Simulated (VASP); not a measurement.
An input for Ansatz (written as the equivalent of a VASP run, and not itself run):

Ansatz 0.2 input:
```yaml
crystal:
  lattice:
    - [4.4701650, 0.0000000, 0.0000000]
    - [0.0000000, 4.4701650, 0.0000000]
    - [0.0000000, 0.0000000, 2.9916269]
  atoms:
    - { symbol: Mg, position: [0.0000000, 0.0000000, 1.0000000] }
    - { symbol: Mg, position: [0.5000000, 0.5000000, 0.5000000] }
    - { symbol: H, position: [0.3043103, 0.3043103, 0.0000000] }
    - { symbol: H, position: [0.8043103, 0.1956897, 0.5000000] }
    - { symbol: H, position: [0.1956897, 0.8043103, 0.5000000] }
    - { symbol: H, position: [0.6956897, 0.6956897, 1.0000000] }
kpoints:
  mp_grid: { grid: [6, 6, 8] }
hamiltonian:
  xc: pbesol
  pseudopotentials: { kind: paw }
scf:
  occupations: { method: tetrahedron }
  max_iter: 100
output: { forces: true, stress: true, eigenvalues: true }
```

### Question
Translate this input to VASP (INCAR, KPOINTS, POSCAR, choice of POTCAR).

### Answer
This is not unique; one that fits is 
**POSCAR**
```
MgH2
1
    4.4701650437     0.0000000000     0.0000000000
    0.0000000000     4.4701650437     0.0000000000
    0.0000000000     0.0000000000     2.9916269068
Mg H
2 4
Direct
  0.0000000000   0.0000000000   1.0000000000
  0.5000000000   0.5000000000   0.5000000000
  0.3043102660   0.3043102660   0.0000000000
  0.8043102660   0.1956897340   0.5000000000
  0.1956897340   0.8043102660   0.5000000000
  0.6956897340   0.6956897340   1.0000000000
```

**KPOINTS**
```
Automatic mesh
0
Gamma
6 6 8
0 0 0
```

### INCAR
```
# general
SYSTEM = MgH2
PREC   = Accurate
ENCUT  = 400
LREAL  = .False.
LASPH  = .True.

# electronic loop
EDIFF  = 1E-7
NELM   = 100
ALGO   = Normal

# smearing
ISMEAR = -5

# functional
GGA    = PS

# ions
ISIF   = 2

# output
LWAVE  = .False.
LCHARG = .True.
LORBIT = 11
NEDOS  = 601
```

POTCAR, in this order: Mg H (PBE.64 set). Program: vasp_std.

Limits of the translation: each code has its own PAW files, so the cut-off isn't converted (ENCUT is set for VASP's; basis.ecutwfc is left out, and Ansatz then takes the one that its files recommend); Ansatz stops its SCF on the density residual and VASP on the energy change (EDIFF).

The compound is MgH2 in the rutile structure. It was relaxed first.
